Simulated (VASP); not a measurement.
Wanted: the native input for a VASP 6.6.1 run.

```
Task                   : relaxation of cell and atoms
Functional             : PBE
Potentials or basis    : VASP PAW PBE potentials, release 64 (Na_pv, Y_sv)
Cutoff                 : 600 eV
k mesh                 : 7 × 7 × 7
Occupations            : fermi-dirac, width 0.05 eV
Spin                   : no spin polarisation
Monkhorst-Pack mesh    : yes
Further INCAR settings : ALGO = Normal; EDIFF = 1e-06; IBRION = 2; EDIFFG = -0.005; NSW = 40; ISIF = 3
```

The structure of NaY lies in POSCAR:

```
NaY
1.0
    4.0118800000      0.0000000000      0.0000000000
    0.0000000000      4.0118800000      0.0000000000
    0.0000000000      0.0000000000      4.0118800000
Na Y
1 1
Direct
    0.0000000000      0.0000000000      0.0000000000
    0.5000000000      0.5000000000      0.5000000000
```

The cell was built by a generator and needn't be a form met in nature.

The input as run:

INCAR

```
ALGO = Normal ; EDIFF = 1E-6
EDIFFG = -0.005 ; ENCUT = 600
GGA = PE ; IBRION = 2
ISIF = 3 ; ISMEAR = -1
LASPH = T ; LCHARG = F
LREAL = F ; LWAVE = F
NELM = 60 ; NSW = 40
PREC = Accurate ; PSTRESS = 0
SIGMA = 0.05
```

KPOINTS

```
k-points
0
Monkhorst-Pack
  7 7 7
```

Potentials or basis: VASP PAW PBE potentials, release 64 (Na_pv, Y_sv).

Launch:

```console
$ cat potpaw_PBE.64/Na_pv/POTCAR potpaw_PBE.64/Y_sv/POTCAR > POTCAR
$ mpirun -np 1 vasp_std > vasp.out
```

It gave:

```
Pressure after relaxing : 0.0 GPa
```

Caveat: the relaxation stopped at its first step, so nothing moved.

Run time: 9.7 s on 1 thread of Intel(R) Xeon(R) 6975P-C (Granite Rapids), on a shared host, peak memory 0.19 GiB.
